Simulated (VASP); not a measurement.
VASP input:

INCAR:
```
! general
SYSTEM=NaCl
PREC  =Accurate
ENCUT =300
LREAL =.FALSE.
LASPH =.TRUE.

! electronic loop
EDIFF =1E-6
NELM  =100
ALGO  =Normal

! smearing
ISMEAR=0
SIGMA =0.136

! functional
GGA   =PE

! ions
ISIF  =2

! output
LWAVE =.FALSE.
LCHARG=.FALSE.
```

File POSCAR:
```
NaCl
1
    3.8981320000     0.0000000000     0.0000000000
   -1.9490660000     3.3758820000     0.0000000000
    0.0000000000     0.0000000000     3.8043840000
Na Cl
1 1
Direct
  0.0000000000   0.0000000000   0.0000000000
  0.6666670000   0.3333330000   0.5000000000
```

**KPOINTS**
```
Automatic mesh
0
G
 10 10 9
```

POTCAR, in this order: Na_pv Cl (PBE.64 set). Program: vasp_std.

Q: Translate this PBE calculation to Ansatz.

A: One equivalent input (not run):
Ansatz 0.2 input:
```yaml
crystal:
  lattice:
    - [3.8981320, 0.0000000, 0.0000000]
    - [-1.9490660, 3.3758820, 0.0000000]
    - [0.0000000, 0.0000000, 3.8043840]
  atoms:
    - { symbol: Na, position: [0.0000000, 0.0000000, 0.0000000] }
    - { symbol: Cl, position: [0.6666670, 0.3333330, 0.5000000] }
kpoints:
  mp_grid: { grid: [10, 10, 9] }
hamiltonian:
  xc: pbe
  pseudopotentials: { kind: paw }
scf:
  occupations: { method: gaussian, width: 0.136 }
  max_iter: 100
output: { forces: true, stress: true, eigenvalues: true }
```
The two are equivalent in intent, not identical: each code has its own PAW files, so the cut-off isn't converted (ENCUT is set for VASP's; basis.ecutwfc is left out, and Ansatz then takes the one that its files recommend); Ansatz stops its SCF on the density residual and VASP on the energy change (EDIFF).

The structure was generated: NaCl was put into an ordered model structure, which need not be its known phase. The cell was not relaxed at this level.
